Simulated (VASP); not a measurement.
# Ti3ZnH (Pm-3m) in VASP: reference runs

Reference runs on Ti3ZnH: the cell as given.

Everything below comes from runs of VASP 6.6.1. Logs are shortened: lines on timing, memory, paths and dates and some standing lists are left out, and cuts for length are marked.

## Step 1: The structure

It takes space group Pm-3m (No. 221, cubic). The conventional cell has a = 4.047 Å, b = 4.047 Å, c = 4.047 Å, α = 90.00°, β = 90.00°, γ = 90.00°. Ti (site symmetry 4/mmm) has 2 H at 2.02 Å as nearest neighbours. Around Zn (site symmetry m-3m) lie 12 Ti at 2.86 Å. H (site symmetry m-3m) has 6 Ti at 2.02 Å as nearest neighbours.

The cell was built by a generator and needn't be a form met in nature.

## Step 2: Single point, PBE

The input, INCAR:

```
SYSTEM = Ti3ZnH
ALGO     = Normal         ! electronic algorithm
EDIFF    = 1E-7           ! SCF threshold, eV
ENCUT    = 520            ! plane-wave cutoff, eV
GGA      = PE             ! functional
ISIF     = 2              ! what is computed and relaxed
ISMEAR   = -1             ! smearing method
LASPH    = .True.         ! aspherical terms in the spheres
LCHARG   = .False.        ! write CHGCAR
LREAL    = .False.        ! projectors in reciprocal space
LWAVE    = .False.        ! write WAVECAR
NBANDS   = 32             ! bands
NELM     = 80             ! most SCF steps
PREC     = Accurate       ! precision mode
SIGMA    = 0.05           ! smearing width, eV
```

The input, KPOINTS:

```
k-points
0
Gamma
  7 7 7
  0 0 0
```

The input, POSCAR:

```
Ti3ZnH
1.0
    4.0472800000      0.0000000000      0.0000000000
    0.0000000000      4.0472800000      0.0000000000
    0.0000000000      0.0000000000      4.0472800000
Ti Zn H
3 1 1
Direct
    0.0000000000      0.5000000000      0.5000000000
    0.5000000000      0.5000000000      0.0000000000
    0.5000000000      0.0000000000      0.5000000000
    0.0000000000      0.0000000000      0.0000000000
    0.5000000000      0.5000000000      0.5000000000
```

Potentials or basis: VASP PAW PBE potentials, release 64 (Ti_sv, Zn, H).

The run is started by

```sh
> cat potpaw_PBE.64/Ti_sv/POTCAR potpaw_PBE.64/Zn/POTCAR potpaw_PBE.64/H/POTCAR > POTCAR
> mpirun -np 1 vasp_std > vasp.out
```

OUTCAR:

```text
SYSTEM = Ti3ZnH
   EDIFF = 1E-7
   ENCUT = 520
   GGA = PE
   ISIF = 2
   ISMEAR = -1
   LASPH = .True.
   LREAL = .False.
   NELM = 80
   PREC = Accurate

 ion  position               nearest neighbor table
   1  0.000  0.500  0.500-   2 2.86   3 2.86   4 2.86   2 2.86   4 2.86   3 2.86   4 2.86   4 2.86
                             2 2.86   3 2.86   2 2.86   3 2.86
   2  0.500  0.500  0.000-   1 2.86   3 2.86   4 2.86   1 2.86   3 2.86   3 2.86   4 2.86   3 2.86
                             1 2.86   4 2.86   1 2.86   4 2.86
   3  0.500  0.000  0.500-   1 2.86   2 2.86   4 2.86   2 2.86   4 2.86   1 2.86   2 2.86   2 2.86
                             1 2.86   4 2.86   4 2.86   1 2.86
   4  0.000  0.000  0.000-   1 2.86   2 2.86   3 2.86   1 2.86   3 2.86   1 2.86   2 2.86   1 2.86
                             2 2.86   3 2.86   3 2.86   2 2.86
   5  0.500  0.500  0.500-

  LATTYP: Found a simple cubic cell.
 ALAT       =     4.0472800000

  Lattice vectors:

 A1 = (   4.0472800000,   0.0000000000,   0.0000000000)
 A2 = (   0.0000000000,   4.0472800000,   0.0000000000)
 A3 = (   0.0000000000,   0.0000000000,   4.0472800000)

Analysis of symmetry for initial positions (statically):
=====================================================================
 Subroutine PRICEL returns:
 Original cell was already a primitive cell.

 Routine SETGRP: Setting up the symmetry group for a
 simple cubic supercell.

 Subroutine GETGRP returns: Found 48 space group operations
 (whereof 48 operations were pure point group operations)
 out of a pool of 48 trial point group operations.

The static configuration has the point symmetry O_h .

Analysis of symmetry for dynamics (positions and initial velocities):
=====================================================================
 Subroutine PRICEL returns:
 Original cell was already a primitive cell.

 Routine SETGRP: Setting up the symmetry group for a
 simple cubic supercell.

 Subroutine GETGRP returns: Found 48 space group operations
 (whereof 48 operations were pure point group operations)
 out of a pool of 48 trial point group operations.

The dynamic configuration has the point symmetry O_h .

 Subroutine INISYM returns: Found 48 space group operations
 (whereof 48 operations are pure point group operations),
 and found     1 'primitive' translations

----------------------------------------------------------------------------------------

                                     Primitive cell

  volume of cell :      66.2964

  direct lattice vectors                    reciprocal lattice vectors
     4.047280000  0.000000000  0.000000000     0.247079520  0.000000000  0.000000000
     0.000000000  4.047280000  0.000000000     0.000000000  0.247079520  0.000000000
     0.000000000  0.000000000  4.047280000     0.000000000  0.000000000  0.247079520

  length of vectors
     4.047280000  4.047280000  4.047280000     0.247079520  0.247079520  0.247079520

  position of ions in fractional coordinates (direct lattice)
     0.000000000  0.500000000  0.500000000
     0.500000000  0.500000000  0.000000000
     0.500000000  0.000000000  0.500000000
     0.000000000  0.000000000  0.000000000
     0.500000000  0.500000000  0.500000000

  ion indices of the primitive-cell ions
   primitive index   ion index
                 1           1
                 2           2
                 3           3
                 4           4
                 5           5

----------------------------------------------------------------------------------------

 KPOINTS: k-points

Automatic generation of k-mesh.
 Grid dimensions read from file:
 generate k-points for:    7    7    7

 Generating k-lattice:

  Cartesian coordinates                     Fractional coordinates (reciprocal lattice)
     0.035297074  0.000000000  0.000000000     0.142857143  0.000000000  0.000000000
     0.000000000  0.035297074  0.000000000     0.000000000  0.142857143  0.000000000
     0.000000000  0.000000000  0.035297074     0.000000000  0.000000000  0.142857143

  Length of vectors
     0.035297074  0.035297074  0.035297074

  Shift w.r.t. Gamma in fractional coordinates (k-lattice)
     0.000000000  0.000000000  0.000000000

 Subroutine IBZKPT returns following result:
 ===========================================

 Found     20 irreducible k-points:

 Following reciprocal coordinates:
            Coordinates               Weight
  0.000000  0.000000  0.000000      1.000000
  0.142857  0.000000  0.000000      6.000000
  0.285714  0.000000  0.000000      6.000000
  0.428571  0.000000  0.000000      6.000000
  0.142857  0.142857  0.000000     12.000000
  0.285714  0.142857  0.000000     24.000000
[... 12 lines left out ...]
  0.428571  0.428571  0.285714     24.000000
  0.428571  0.428571  0.428571      8.000000
   k-points           NKPTS =     20   k-points in BZ     NKDIM =     20   number of bands    NBANDS=     32
   number of dos      NEDOS =    301   number of ions     NIONS =      5
   total plane-waves  NPLWV =  27000
   dimension x,y,z NGX =    30 NGY =   30 NGZ =   30
   dimension x,y,z NGXF=    60 NGYF=   60 NGZF=   60
   ions per type =               3   1   1
   NGX,Y,Z   is equivalent  to a cutoff of  12.32, 12.32, 12.32 a.u.
   NGXF,Y,Z  is equivalent  to a cutoff of  24.65, 24.65, 24.65 a.u.
 SYSTEM =  Ti3ZnH
   PREC   = accura    normal or accurate (medium, high low for compatibility)
   ISTART =      0    job   : 0-new  1-cont  2-samecut
   ICHARG =      2    charge: 1-file 2-atom 10-const
   ISPIN  =      1    spin polarized calculation?
   LNONCOLLINEAR =      F non collinear calculations
   LSORBIT =      F    spin-orbit coupling
   LASPH  =      T    aspherical Exc in radial PAW
   ENCUT  =  520.0 eV  38.22 Ry    6.18 a.u.   7.53  7.53  7.53*2*pi/ulx,y,z
   NELM   =     80;   NELMIN=  2; NELMDL= -5     # of ELM steps
   EDIFF  = 0.1E-06   stopping-criterion for ELM
   LREAL  =      F    real-space projection
   EDIFFG = 0.1E-05   stopping-criterion for IOM
   NSW    =      0    number of steps for IOM
   IBRION =     -1    ionic relax: 0-MD 1-quasi-New 2-CG
   NFREE  =      0    steps in history (QN), initial steepest desc. (CG)
   ISIF   =      2    stress and relaxation
   ISYM   =      2    0-nonsym 1-usesym 2-fastsym
   POTIM  = 0.5000    time-step for ionic-motion
   TEBEG  =    0.0;   TEEND  =   0.0 temperature during run
   PSTRESS=    0.0 pullay stress
   NELECT =      49.0000    total number of electrons
   NUPDOWN=      -1.0000    fix difference up-down
   EMIN   =  10.00;   EMAX   =-10.00  energy-range for DOS
   EFERMI =   0.00;   METHOD = LEGACY
   ISMEAR =    -1;   SIGMA  =   0.05  broadening in eV -4-tet -1-fermi 0-gaus
   EFERMI_NEDOS =   21; number of points for ismear=-14 and -15
   IALGO  =     38    algorithm
   IMIX   =      4    mixing-type and parameters
     AMIX     =   0.40;   BMIX     =  1.00
     AMIX_MAG =   1.60;   BMIX_MAG =  1.00
  volume/ion in A,a.u.               =      13.26        89.48
  Fermi-wavevector in a.u.,A,eV,Ry     =   1.480165  2.797107 29.808866  2.190890
  Thomas-Fermi vector in A             =   2.594233
   LORBIT       =      0    0 simple, 1 ext, 2 COOP (PROOUT), +10 PAW based schemes
   GGA     = PE    functional components
   LHFCALC =     F    Hartree Fock is set to
   AEXX    =    0.0000 exact exchange contribution
   IVDW    =     0    specifies the selected vdW correction
   LEPSILON=     F    determine dielectric tensor
   LRPA    =     F    only Hartree local field effects (RPA)
 non-spin polarized calculation
  energy-cutoff  :      520.00
  volume of cell :       66.30
 maximum number of plane-waves:      1806
 NGX is ok and might be reduce to    30
   NGX = 15   NGY = 15   NGZ = 15

 number of electron      49.0000017 magnetization

 Free energy of the ion-electron system (eV)
  ---------------------------------------------------
  ext. energy  EPLUGINS =         0.00000000
  ---------------------------------------------------
  free energy    TOTEN  =       -29.30944764 eV

  energy without entropy =      -29.28627015  energy(sigma->0) =      -29.29785889

 E-fermi :   7.2726     XC(G=0): -11.7460

 val. band max:        7.2676397302   @ k =   0.4286   0.2857   0.0000
 cond. band min:       7.3997062033   @ k =   0.2857   0.1429   0.1429
 fundamental gap:      0.1320664731
 Fermi energy:         7.2726152088

 k-point     1 :       0.0000    0.0000    0.0000
  band No.  band energies     occupation
      1     -49.3883      2.00000
      2     -49.2381      2.00000
      3     -49.2381      2.00000
      4     -25.8487      2.00000
      5     -25.8487      2.00000
      6     -25.8487      2.00000
[... 24 lines left out ...]
     31      10.2342      0.00000
     32      10.2342      0.00000

 k-point     2 :       0.1429    0.0000    0.0000
  band No.  band energies     occupation
      1     -49.3817      2.00000
      2     -49.2447      2.00000
      3     -49.2381      2.00000
      4     -25.8339      2.00000
      5     -25.8339      2.00000
      6     -25.8269      2.00000
[... 24 lines left out ...]
     31       9.9586      0.00000
     32      10.2325      0.00000

 k-point     3 :       0.2857    0.0000    0.0000
  band No.  band energies     occupation
      1     -49.3639      2.00000
      2     -49.2623      2.00000
      3     -49.2379      2.00000
      4     -25.7958      2.00000
      5     -25.7958      2.00000
      6     -25.7639      2.00000
[... 24 lines left out ...]
     31       9.6365      0.00000
     32      10.1379      0.00000

 k-point     4 :       0.4286    0.0000    0.0000
  band No.  band energies     occupation
      1     -49.3427      2.00000
      2     -49.2833      2.00000
      3     -49.2377      2.00000
      4     -25.7566      2.00000
      5     -25.7566      2.00000
      6     -25.6687      2.00000
[... 514 lines left out ...]
     31       9.4728      0.00000
     32       9.7625      0.00000

 k-point    19 :       0.4286    0.4286    0.2857
  band No.  band energies     occupation
      1     -49.2982      2.00000
      2     -49.2845      2.00000
      3     -49.2784      2.00000
      4     -25.9972      2.00000
      5     -25.7888      2.00000
      6     -25.7440      2.00000
[... 24 lines left out ...]
     31       9.4424      0.00000
     32       9.8241      0.00000

 k-point    20 :       0.4286    0.4286    0.4286
  band No.  band energies     occupation
      1     -49.2918      2.00000
      2     -49.2843      2.00000
      3     -49.2843      2.00000
      4     -26.0556      2.00000
      5     -25.7897      2.00000
      6     -25.7865      2.00000
[... 24 lines left out ...]
     31       9.2657      0.00000
     32       9.8257      0.00000

------------------------ aborting loop because EDIFF is reached ----------------------------------------

  FORCE on cell =-STRESS in cart. coord.  units (eV):
  Direction    XX          YY          ZZ          XY          YZ          ZX
  --------------------------------------------------------------------------------------
  -------------------------------------------------------------------------------------
  Total        0.0127795      0.0127795      0.0127795     -0.0000000     -0.0000000      0.0000000
  in kB        0.3088417      0.3088417      0.3088417     -0.0000000     -0.0000000      0.0000000
  external PRESSURE =       0.3088417 kB  Pullay stress =       0.0000000 kB

 VOLUME and BASIS-vectors are now :
 -----------------------------------------------------------------------------
  energy-cutoff  :      520.00
  volume of cell :       66.30
      direct lattice vectors                 reciprocal lattice vectors
     4.047280000  0.000000000  0.000000000     0.247079520  0.000000000  0.000000000
     0.000000000  4.047280000  0.000000000     0.000000000  0.247079520  0.000000000
     0.000000000  0.000000000  4.047280000     0.000000000  0.000000000  0.247079520

 POSITION                                       TOTAL-FORCE (eV/Angst)
 -----------------------------------------------------------------------------------
      0.00000      2.02364      2.02364         0.000000      0.000000      0.000000
      2.02364      2.02364      0.00000         0.000000      0.000000      0.000000
      2.02364      0.00000      2.02364         0.000000      0.000000      0.000000
      0.00000      0.00000      0.00000         0.000000      0.000000      0.000000
      2.02364      2.02364      2.02364         0.000000      0.000000      0.000000
 -----------------------------------------------------------------------------------
    total drift:                                0.000000      0.000000     -0.000000

  FREE ENERGIE OF THE ION-ELECTRON SYSTEM (eV)
  ---------------------------------------------------
  free  energy   TOTEN  =       -29.3094476372 eV

  energy  without entropy=      -29.2862701460  energy(sigma->0) =      -29.29785889
```

Wall time 22 s (1 thread of Intel Xeon 6975P-C (Granite Rapids), shared host); peak memory 0.18 GiB.

Results:

- Free energy: -29.3094 eV
- Pressure: 0.0 GPa
- Band gap on the k mesh: none (metal or under the smearing width)
